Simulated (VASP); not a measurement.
Here is the system:

```
O2Si
1.0
    5.06343     0.00000     0.00000
   -2.53171     4.38506     0.00000
    0.00000     0.00000     5.54255
Si O
3 6
Cartesian
 -1.26586   2.19253   3.69503
  2.53171   0.00000   0.00000
  1.26586   2.19253   1.84751
  2.53171   2.55608   2.77127
 -0.94777   3.47057   4.61879
  1.58394   0.91449   0.92376
  0.00000   1.82898   2.77127
  3.47949   0.91449   4.61879
  0.94777   3.47057   0.92376
```

Level of theory: r2SCAN meta-GGA, VASP's PBE PAW potentials (set 64) (plane waves; VASP). Settings: 520 eV cut-off, 6×6×5 Γ-centred mesh, tetrahedra with Blöchl corrections, potentials Si O.

Task: Give the energies of bands 13 to 26 at the high-symmetry points, in eV from the valence-band maximum.

Result: 
```json
[
 {"band": "13", "Γ": "-2.95", "M": "-3.14", "K": "-3.06", "A": "-2.78", "L": "-3.26", "H": "-3.32"},
 {"band": "14", "Γ": "-2.92", "M": "-3.06", "K": "-3.06", "A": "-2.78", "L": "-3.24", "H": "-2.94"},
 {"band": "15", "Γ": "-2.92", "M": "-2.57", "K": "-2.75", "A": "-2.59", "L": "-2.56", "H": "-2.94"},
 {"band": "16", "Γ": "-2.60", "M": "-2.46", "K": "-2.25", "A": "-2.17", "L": "-2.36", "H": "-2.18"},
 {"band": "17", "Γ": "-1.77", "M": "-2.16", "K": "-2.08", "A": "-2.17", "L": "-2.20", "H": "-2.04"},
 {"band": "18", "Γ": "-1.76", "M": "-2.08", "K": "-2.08", "A": "-2.12", "L": "-1.57", "H": "-2.04"},
 {"band": "19", "Γ": "-1.76", "M": "-1.72", "K": "-1.80", "A": "-2.12", "L": "-1.42", "H": "-1.04"},
 {"band": "20", "Γ": "-1.00", "M": "-1.20", "K": "-1.47", "A": "-1.85", "L": "-1.34", "H": "-1.04"},
 {"band": "21", "Γ": "-1.00", "M": "-1.17", "K": "-1.47", "A": "-1.17", "L": "-0.94", "H": "-0.92"},
 {"band": "22", "Γ": "-0.47", "M": "-1.02", "K": "-0.50", "A": "-0.29", "L": "-0.74", "H": "-0.90"},
 {"band": "23", "Γ": "-0.47", "M": "-0.36", "K": "-0.50", "A": "-0.01", "L": "-0.70", "H": "-0.68"},
 {"band": "24", "Γ": "-0.20", "M": "-0.01", "K": "-0.07", "A": "-0.01", "L": "-0.35", "H": "-0.68"},
 {"band": "25", "Γ": "6.29", "M": "8.40", "K": "9.14", "A": "8.16", "L": "9.50", "H": "9.62"},
 {"band": "26", "Γ": "9.72", "M": "9.26", "K": "9.14", "A": "8.16", "L": "9.89", "H": "10.06"}
]
```

The gap is indirect, 6.29 eV, from the valence maximum at (0.00, 0.00, 0.40) to the conduction minimum at Γ.

The structure comes from a computed database's SiO2 entry (P6_222); how it stands against other phases isn't given here. It was relaxed first.
